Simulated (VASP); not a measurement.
OSZICAR of a VASP run on Ga2O3 (corundum):

**OSZICAR**
```
       N       E                     dE             d eps       ncg     rms          rms(c)
DAV:   1     0.918246623894E+03    0.91825E+03   -0.23343E+04 21100   0.106E+03
DAV:   2     0.736887416970E+02   -0.84456E+03   -0.68266E+03 13736   0.295E+02
DAV:   3    -0.712834620764E+02   -0.14497E+03   -0.13997E+03 15784   0.980E+01
DAV:   4    -0.766683619609E+02   -0.53849E+01   -0.53579E+01 16256   0.186E+01
DAV:   5    -0.767290111241E+02   -0.60649E-01   -0.60635E-01 15776   0.194E+00    0.167E+01
DAV:   6    -0.684505586935E+02    0.82785E+01   -0.65258E-01 20904   0.214E+01    0.417E+00
DAV:   7    -0.684214174704E+02    0.29141E-01   -0.17582E+00 15340   0.324E+00    0.326E+00
DAV:   8    -0.683204471367E+02    0.10097E+00   -0.27869E-01 19544   0.153E+00    0.193E+00
DAV:   9    -0.682712583902E+02    0.49189E-01   -0.32200E-02 17140   0.989E-01    0.143E-01
DAV:  10    -0.682722127673E+02   -0.95438E-03   -0.10529E-02 17840   0.265E-01    0.562E-02
DAV:  11    -0.682721920345E+02    0.20733E-04   -0.22273E-04 15700   0.870E-02    0.330E-02
DAV:  12    -0.682721821284E+02    0.99062E-05   -0.22340E-05 18536   0.133E-02    0.103E-02
DAV:  13    -0.682721815993E+02    0.52908E-06   -0.27725E-06 20388   0.645E-03    0.184E-03
DAV:  14    -0.682721815937E+02    0.56207E-08   -0.60381E-07 14912   0.265E-03
   1 F= -.68272182E+02 E0= -.68272182E+02  d E =-.477458E-36
 imaginary and real dielectric function
```

### Question
Which electronic solver shows in the log?

### Answer
It is blocked Davidson (ALGO = Normal, or the opening steps of other solvers). The INCAR had ALGO = Normal.

### Question
Can the final energy be trusted as converged?

### Answer
The run converged. It stopped with EDIFF = 1E-7, NELM = 100 (LDA (Ceperley-Alder, Perdew-Zunger), plane waves, VASP's LDA PAW potentials (set 64)).

The compound is Ga2O3 in the corundum structure, the metastable α form; monoclinic β is stable. It was relaxed first.
